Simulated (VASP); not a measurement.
Input for VASP

File KPOINTS:
```
Regular mesh
0
G
 3 3 3
```

INCAR:
```
AEXX = 0.25
ALGO = Normal
EDIFF = 1E-6
ENCUT = 300
GGA = PE
HFSCREEN = 0.2
ISIF = 2
ISMEAR = 0
ISYM = 3
LASPH = .True.
LCHARG = .False.
LHFCALC = .True.
LMAXMIX = 4
LREAL = .False.
LWAVE = .False.
NELM = 100
PREC = Accurate
PRECFOCK = Fast
SIGMA = 0.05
SYSTEM = CdS
```

### POSCAR
```
CdS
1
    0.0000000000     3.0018140000     3.0018140000
    3.0018140000     0.0000000000     3.0018140000
    3.0018140000     3.0018140000     0.0000000000
Cd S
1 1
Direct
  0.0000000000   0.0000000000   0.0000000000
  0.2500000000   0.2500000000   0.2500000000
```

POTCAR, in this order: Cd S (PBE.64 set). Program: vasp_std.

Problem. Write an equivalent input for Ansatz.

Solution. One equivalent input (not run):
Ansatz 0.2 input:
```yaml
crystal:
  lattice:
    - [0.0000000, 3.0018140, 3.0018140]
    - [3.0018140, 0.0000000, 3.0018140]
    - [3.0018140, 3.0018140, 0.0000000]
  atoms:
    - { symbol: Cd, position: [0.0000000, 0.0000000, 0.0000000] }
    - { symbol: S, position: [0.2500000, 0.2500000, 0.2500000] }
kpoints:
  mp_grid: { grid: [3, 3, 3] }
hamiltonian:
  xc: hse06
  pseudopotentials: { kind: paw }
scf:
  occupations: { method: gaussian, width: 0.05 }
  max_iter: 100
output: { forces: true, stress: true, eigenvalues: true }
```
What does not carry over: each code has its own PAW files, so the cut-off isn't converted (ENCUT is set for VASP's; basis.ecutwfc is left out, and Ansatz then takes the one that its files recommend); Ansatz stops its SCF on the density residual and VASP on the energy change (EDIFF); Ansatz's hse06 screens at 0.11 per bohr (0.208 per Å), slightly more than HFSCREEN = 0.2.

The structure comes from a computed database's CdS entry; how it stands against other phases isn't given here. The cell was not relaxed at this level. The k-mesh is coarse (spacing up to 0.60 per Å, 2π included), so the numbers may not be converged in it. The run is one of a series of settings (AEXX = 0.25, HFSCREEN = 0.2, ISYM = 3, LHFCALC = .TRUE., PRECFOCK = Fast, KPOINTS 3×3×3 Γ-centred mesh against the base run), some of them coarse on purpose.
